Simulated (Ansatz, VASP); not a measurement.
# GaN: VASP beside Ansatz, part 3 of 3

One calculation is typed for both programs; each brings its own data sets. How far apart do they land? The cell is taken from a series of runs on this material, whose earlier steps may have relaxed, scaled, displaced or heated it; both programs get it as it stands.

VASP 6.6.1 and Ansatz 0.2.0.

So far: Starting point; VASP: zone-centre phonons, PBE.

## Step 3: Ansatz: zone-centre phonons, PBE

Level of this step: Ansatz beside VASP: Kohn-Sham DFT, plane waves, PBE (Ansatz).

Ansatz runs on its PAW soft_1 files.

The same cell, functional and mesh now go to Ansatz, which takes its cutoff from its data sets.

The input, input.yaml:

```yaml
crystal:
  lattice:
    - [3.1970168667, 0.0, 0.0]
    - [-1.5985084334, 2.7686978229, 0.0]
    - [0.0, 0.0, 5.2084049974]
  atoms:
    - { symbol: "N", position: [0.3333333333, 0.6666666667, 0.375832053] }
    - { symbol: "N", position: [0.6666666667, 0.3333333333, 0.875832053] }
    - { symbol: Ga, position: [0.3333333333, 0.6666666667, -0.000832053] }
    - { symbol: Ga, position: [0.6666666667, 0.3333333333, 0.499167947] }
kpoints:
  mp_grid: { grid: [18, 18, 8] }
hamiltonian:
  xc: pbe
  pseudopotentials: { kind: paw, azcp: { folder: soft_1 } }
scf:
  occupations: { method: fixed }
output:
  eigenvalues: true
phonons:
  method: dfpt
  dielectric: true
  rigid_motions: translations
```

The run is started by

```bash
$ ansatz run input.yaml --threads 4 --pin off --max-ram 16384MiB --backend cpu --events-out ev --progress --plain --runs-dir out
```

Numbers of over 12 decimals in the logs are rounded to 6 here.

The log of the run:

```text
Engine: ansatz 0.2.0, aarch64-unknown-linux-gnu
Pseudopotentials: kind: paw
Pseudopotential: N, paw, valence charge 5, recommended cutoff 420 eV (normal), soft_1/N.paw.azcp
Pseudopotential: Ga, paw, valence charge 13, recommended cutoff 420 eV (normal), soft_1/Ga.paw.azcp
Functional definition: PBE
  parameter kappa = 0.804
  parameter beta = 0.066725
  exchange = pbe_x(kappa = kappa, mu = beta*pi^2/3)
  correlation = pbe_c(beta = beta)
Crystal: 4 atoms, lattice volume = 46.103 Å³
Basis set: ecut = 420 eV, 917 PW (Γ), exchange–correlation on 48×48×72 points (8 copies of the dense FFT grid, shifted against one another)
Bands: 22, of which v1, the nominal top of the filled ones, is band 18 counted from 1 (17 counted from 0)
Symmetry: 12 space group operations
k-points: 695 of 2592 (irreducible under 2 space group operations, time reversal used)
Non-local potential: N, projectors of the file, l = 0: 2, l = 1: 2, l = 2: 1
Non-local potential: Ga, projectors of the file, l = 0: 2, l = 1: 2, l = 2: 3, l = 3: 1
PAW form: soft (Blöchl's): semilocal exchange-correlation on the pseudo side does not see the compensation charge
PAW one-centre angular grid: N, 110 points (default); XC on 64 Gauss nodes
PAW one-centre angular grid: Ga, 590 points (default); XC on 64 Gauss nodes
Initial density: superposition of atomic densities (chi_scale 0.1, normalization cell, long waves kept (reshape's long-wave potential 0.00 eV rms))
Initial wavefunctions: pseudopotential atomic-orbital guess
Functional: x = pbe(κ = 0.804, μ = 0.219515), c = pbe(β = 0.066725)
SCF iter   1: F=—  HF=-8337.194401 eV  |F-HF|=—  |Δ(HF+E_count)|=         —  Δρ=1.11e-1  dr2=5.01e0  ethr=3.10e-3  ⟨swp⟩=4.0  Hψ=53703  notcnv=0  defer=113
preconditioner: auto → Resta (q_TF=auto, 2.618 Å⁻¹)  ε∞=4.8  [insulator: Δε(μ)=2.659 eV  Ē_g=16.802 eV  n_scr=22 (ndim 8)  ℏωp=32.8 eV  f_vac=0.000  ε∞_Penn≈4.8]
SCF iter   2: F=—  HF=-8335.934523 eV  |F-HF|=—  |Δ(HF+E_count)|=    1.26e0  Δρ=4.65e-2  dr2=5.32e-1  ethr=3.10e-3  ⟨swp⟩=2.0  Hψ=35833  notcnv=0  defer=315
SCF iter   3: F=—  HF=-8335.849855 eV  |F-HF|=—  |Δ(HF+E_count)|=   8.47e-2  Δρ=1.82e-2  dr2=1.11e-1  ethr=1.48e-3  ⟨swp⟩=2.0  Hψ=16810  notcnv=0  defer=1375
SCF iter   4: F=—  HF=-8335.836834 eV  |F-HF|=—  |Δ(HF+E_count)|=   1.30e-2  Δρ=3.27e-3  dr2=6.06e-3  ethr=3.09e-4  ⟨swp⟩=3.0  Hψ=29162  notcnv=0  defer=1383
SCF iter   5: F=—  HF=-8335.835397 eV  |F-HF|=—  |Δ(HF+E_count)|=   1.44e-3  Δρ=2.78e-3  dr2=2.15e-3  ethr=1.68e-5  ⟨swp⟩=2.0  Hψ=29098  notcnv=0  defer=1386
SCF iter   6: F=—  HF=-8335.836862 eV  |F-HF|=—  |Δ(HF+E_count)|=   1.47e-3  Δρ=7.38e-4  dr2=1.98e-4  ethr=5.96e-6  ⟨swp⟩=2.9  Hψ=29193  notcnv=0  defer=1387
SCF iter   7: F=—  HF=-8335.837030 eV  |F-HF|=—  |Δ(HF+E_count)|=   1.68e-4  Δρ=1.20e-4  dr2=7.59e-6  ethr=5.51e-7  ⟨swp⟩=2.0  Hψ=28385  notcnv=0  defer=1320
SCF iter   8: F=—  HF=-8335.837040 eV  |F-HF|=—  |Δ(HF+E_count)|=   9.49e-6  Δρ=1.70e-5  dr2=1.10e-7  ethr=2.11e-8  ⟨swp⟩=2.0  Hψ=27800  notcnv=0
SCF iter   9: F=—  HF=-8335.837040 eV  |F-HF|=—  |Δ(HF+E_count)|=   5.08e-7  Δρ=2.42e-6  dr2=2.90e-9  ethr=3.07e-10  ⟨swp⟩=2.5  Hψ=27699  notcnv=0
SCF iter  10: F=—  HF=-8335.837040 eV  |F-HF|=—  |Δ(HF+E_count)|=   3.03e-9  Δρ=5.73e-7  dr2=1.13e-10  ethr=8.06e-12  ⟨swp⟩=2.0  Hψ=24012  notcnv=0
SCF iter  11: F=-8335.837040 eV  HF=-8335.837040 eV  |F-HF|=3.64e-12  |Δ(HF+E_count)|=  8.73e-11  Δρ=8.39e-8  dr2=2.23e-12  ethr=1.00e-12  ⟨swp⟩=6.1  Hψ=81784  notcnv=0
SCF 1 converged in 11 iterations: F = -8335.837040 eV  dr2 = 2.23e-12
  greatest PAW one-centre occupation: 0.995 electrons in one spin orbital (limit 2), on the Ga atom at site 2 (counted from 0), in its partial waves of l = 2
DFPT response loops at Γ: preconditioner auto → Resta (q_TF=auto, 2.618 Å⁻¹)  ε∞=5.7 (no band partly filled); β = 1.00, the filter's whole step (`scf.mixing.beta` (0.50) is not read by the response loops at its default; to damp them type it under 1.00, their step now; it binds the ground state too); Broyden in place of MSR1
── the response to a field inside a basis, on 18×18×8 k-points: an SCF that follows is theirs, and a resumed run solves both again ──
Bands: 19, of which v1, the nominal top of the filled ones, is band 18 counted from 1 (17 counted from 0)
k-points: 360 of 2592 (irreducible under 4 space group operations, time reversal used)
Initial density: handed on by an earlier stage of this run
Initial wavefunctions: pseudopotential atomic-orbital guess (no wavefunctions were taken with the density)
Eigensolver: Dense (360 Hₖ)
SCF iter   1: F=—  HF=-8335.834985 eV  |F-HF|=—  |Δ(HF+E_count)|=         —  Δρ=3.93e-4  dr2=2.19e-5  ethr=1.00e-1
preconditioner: auto → Resta (q_TF=auto, 2.618 Å⁻¹)  ε∞=5.9  [insulator: Δε(μ)=2.068 eV  Ē_g=14.802 eV  n_scr=22 (ndim 8)  ℏωp=32.8 eV  f_vac=0.010  ε∞_Penn≈5.9]
SCF iter   2: F=—  HF=-8335.834989 eV  |F-HF|=—  |Δ(HF+E_count)|=   4.01e-6  Δρ=3.15e-4  dr2=1.88e-5  ethr=6.09e-8
SCF iter   3: F=—  HF=-8335.834990 eV  |F-HF|=—  |Δ(HF+E_count)|=   9.76e-7  Δρ=4.48e-5  dr2=4.27e-7  ethr=5.22e-8
SCF iter   4: F=—  HF=-8335.834988 eV  |F-HF|=—  |Δ(HF+E_count)|=   2.51e-6  Δρ=1.23e-5  dr2=3.32e-8  ethr=1.19e-9
SCF iter   5: F=-8335.834988 eV  HF=-8335.834988 eV  |F-HF|=3.69e-10  |Δ(HF+E_count)|=   1.97e-7  Δρ=3.11e-6  dr2=1.98e-9  ethr=9.21e-11
SCF 1 converged in 5 iterations: F = -8335.834988 eV  dr2 = 1.98e-9
DFPT response loops at Γ: preconditioner auto → Resta (q_TF=auto, 2.618 Å⁻¹)  ε∞=5.4 (no band partly filled); β = 1.00, the filter's whole step (`scf.mixing.beta` (0.50) is not read by the response loops at its default; to damp them type it under 1.00, their step now; it binds the ground state too); Broyden in place of MSR1
WARN: field response: ε∞ stands inside a basis, on 18×18×8 points; the force constants stand on the 18×18×8 k-mesh, whose period is 13.24 times the interband length at k = (0.0000, 0.0000, 0.0000), direct gap 1.844 eV, under 14: take them and everything formed from them as unconverged, and compare with a denser kpoints.mp_grid
SCF converged after 11 iterations
Free energy (F): -8335.837040 eV
Harris-Foulkes:  -8335.837040 eV  (|F-HF|=3.64e-12)
Internal energy: -8335.837040 eV  (E = F + TS)
E sigma→0 (E₀):  -8335.837040 eV
Fermi energy:    9.547878 eV
--- Per-component energies (eV) ---
  E_band       = -14.836542
  E_kinetic    = 481.227355
  E_local      = -2847.363442  (includes V_loc(G=0)·N_el)
  E_nonlocal   = -109.401581
  E_hartree    = 1797.356087
  E_xc         = -244.488964
  E_vxc        = -261.689055  (∫ρ·V_xc dr)
  E_paw        = -4249.253870  (= ΣΔE_a)
  E_vpaw       = -872.323466  (= ΣTr[D̂ρ^β])
  E_aug_tail   = 0.001511  (compensation charges beyond the density's cutoff)
  E_ewald      = -3163.914137
  E_smearing   = -0.000000  (= −TS)
  E_closure    = -0.000000  (closes the sum)
  Σ components = -8335.837040   (vs F -8335.837040, Δ=0.00e0)
--- Band table (eV; the first three rows and the last of 695) ---
  k-point 0: bands = [... 14 lower, 8.5280, 9.5078, 9.5479, 9.5479, 11.3921, 13.7446, 18.6859, 19.4052]
  k-point 1: bands = [... 14 lower, 8.5649, 8.9970, 9.5070, 9.5070, 11.8339, 13.7765, 18.5739, 19.4222]
  k-point 2: bands = [... 14 lower, 8.6711, 8.6711, 9.3920, 9.3920, 12.6005, 13.8501, 18.2961, 19.0337]
  k-point 694: bands = [... 14 lower, 5.5789, 5.8735, 7.4030, 7.8196, 15.3584, 15.9619, 17.0744, 17.5558]
--- Phonons (Γ-DFPT): 4 representative perturbations + reference, on 695 of 2592 k-points (Σ response iterations 14) ---
  k mesh reduced under 2 symmetry operations, with k and −k counted as one. Each operation leaves every solved perturbation unchanged. A smaller set is not considered because the run solves the response to a homogeneous field
  ASR residual: 2.321e-5 → 0.000e0 eV/Å²; symmetrization residual: 4.184e-6 eV/Å²
  ASR residual per site (eV/Å²): 1.67e-5 1.67e-5 2.32e-5 2.32e-5
  Γ frequencies (cm⁻¹): 0.00 0.00 0.00 135.43 135.43 325.77 516.83 539.43 539.43 548.33 548.33 673.14
  ε∞ (high-frequency dielectric tensor):
        5.827682    -0.000000     0.000000
       -0.000000     5.827682     0.000000
        0.000000     0.000000     6.012137
  ε⁰ (static dielectric tensor: ions relaxed, cell fixed):
       10.168509    -0.000000    -0.000000
       -0.000000    10.168509     0.000000
       -0.000000     0.000000    11.261541
  ε⁰ − ε∞ (ionic part):
        4.340826    -0.000000    -0.000000
       -0.000000     4.340826     0.000000
       -0.000000     0.000000     5.249404
  softest optical mode at Γ: 135.43 cm⁻¹; the repairs (sum rule, projections) moved no ω² at Γ by more than (1.14 cm⁻¹)²
  Born effective charges Z* (e; rows j = field, columns β = displacement):
    site 0:
        -2.62712    0.00000   -0.00000
         0.00000   -2.62712    0.00000
         0.00000   -0.00000   -2.76798
    site 1:
        -2.62712    0.00000    0.00000
         0.00000   -2.62712   -0.00000
        -0.00000   -0.00000   -2.76798
    site 2:
         2.62712   -0.00000   -0.00000
        -0.00000    2.62712    0.00000
        -0.00000    0.00000    2.76798
    site 3:
         2.62712   -0.00000    0.00000
        -0.00000    2.62712   -0.00000
        -0.00000    0.00000    2.76798
  Z* charge neutrality: 1.425e-3 e pre-enforcement
  solved inside a basis spanned on kpoints, on 18×18×8 k-points, its susceptibility summed on 22×22×12: ε∞ is read to err by 1.8e-2, Z* by 1.5e-2 e (field_mesh: kpoints solves on kpoints); Z* is corrected for what the basis lacks
  optical modes at Γ without the LO–TO term, one row a degenerate level:
      ω (cm⁻¹)  modes    IR ((D/Å)²/amu)
        135.43      2             0.0000
        325.77      1             0.0000
        516.83      1            30.3094
[...]
optical modes at Γ + LO–TO along q̂ = [1.0000, 0.0000, 0.0000]:
      ω (cm⁻¹)  modes    IR ((D/Å)²/amu)
[...]
optical modes at Γ + LO–TO along q̂ = [0.0000, 1.0000, 0.0000]:
      ω (cm⁻¹)  modes    IR ((D/Å)²/amu)
[...]
673.14      1             0.0000
        712.55      1            27.3031
  optical modes at Γ + LO–TO along q̂ = [0.0000, 0.0000, 1.0000]:
      ω (cm⁻¹)  modes    IR ((D/Å)²/amu)
        135.43      2             0.0000
        325.77      1             0.0000
        539.43      2            54.6063
        548.33      2             0.0000
        673.14      1             0.0000
        707.35      1            30.3094
```

## Step 4: Differences

Known differences besides the potentials themselves: fixed occupations in Ansatz, narrow Gaussian smearing in VASP; VASP's response is taken on the typed mesh, Ansatz refines its own for the field response alone; the cutoff is 420 eV in Ansatz and 600 eV in VASP; VASP's log repeats an internal error in its field response. Total energies have different zeros and are not compared.

Compared:

| quantity | Ansatz | VASP | difference |
| --- | --- | --- | --- |
| ε∞ xx | 5.83 | 5.78 | +0.87 % |
| ε∞ yy | 5.83 | 5.78 | +0.87 % |
| ε∞ zz | 6.01 | 5.97 | +0.75 % |
| Born charge of N1 (mean of the diagonal) (e) | -2.67 | -2.67 | 0.00 |
| Born charge of Ga3 (mean of the diagonal) (e) | 2.67 | 2.67 | 0.00 |
| optical mode 1 to 2 (cm⁻¹) | 135.4 | 135.7 | -0.21 % |
| optical mode 3 (cm⁻¹) | 325.8 | 326.3 | -0.17 % |
| optical mode 4 (cm⁻¹) | 516.8 | 513.6 | +0.63 % |
| optical mode 5 to 6 (cm⁻¹) | 539.4 | 536.4 | +0.57 % |
| optical mode 7 to 8 (cm⁻¹) | 548.3 | 545.1 | +0.60 % |
| optical mode 9 (cm⁻¹) | 673.1 | 671.3 | +0.27 % |

Modes are paired by rising frequency, not by their patterns, so a pair may set unlike modes beside each other; they are those without the splitting of longitudinal modes.

## Step 5: What came out

| Item | Value |
| --- | --- |
| r.m.s. difference of the optical zone-centre modes, each program's sorted by frequency (zone-centre phonons, PBE) | 2.5 cm⁻¹ |
| difference in ε∞ xx (zone-centre phonons, PBE) | +0.9 % |

What this shows: The r.m.s. difference of the optical zone-centre modes, each program's sorted by frequency is 2.5 cm⁻¹ (zone-centre phonons, PBE). Among the rows given in per cent, the largest difference of the zone-centre phonons, PBE pair is in ε∞ xx, +0.9 %. Such differences can come from data sets, numerical settings and the points named under the comparisons, not from the functional's error against experiment.

[Lines on the potential files, build, host, timing and source positions are cut from VASP's logs without a mark.]

[Logs are printed without paths, hosts, clocks, repeated set-up lines and the standing remarks that a program may print on its own settings, such as how far it seeks lower states.]

[Hosts, paths, dates, database ids (printed as entryN), source tags and the programs' standing remarks are cut or masked in the printed files.]
